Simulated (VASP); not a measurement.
Energy against volume of NaCl (rock salt). These are rev-vdW-DF2, VASP's PBE PAW potentials (set 64) (plane waves; VASP) values and carry that method's errors. Numerical set-up: 520 eV cut-off, 8×8×8 Γ-centred mesh, Gaussian smearing of 0.050 eV, potentials Na_pv Cl.

| V (Å³/atom) | E (eV/atom) |
|---|---|
| 21.489 | -1.73387 |
| 22.154 | -1.73571 |
| 22.819 | -1.73426 |
| 23.483 | -1.73006 |

### Question
Fit these four points and predict the energy of the run at 20.825 Å³/atom.

### Answer
A cubic in V^(−2/3), the third-order Birch-Murnaghan form, passes through the four points with V0 = 22.17 Å³/atom and B0 = 26 GPa, and gives -1.7281 eV/atom there. The run gave -1.7281 eV/atom, -0.0 meV/atom from the fit; all five points give B0 = 26 GPa.

The compound is NaCl in the rock salt structure. It was relaxed first.
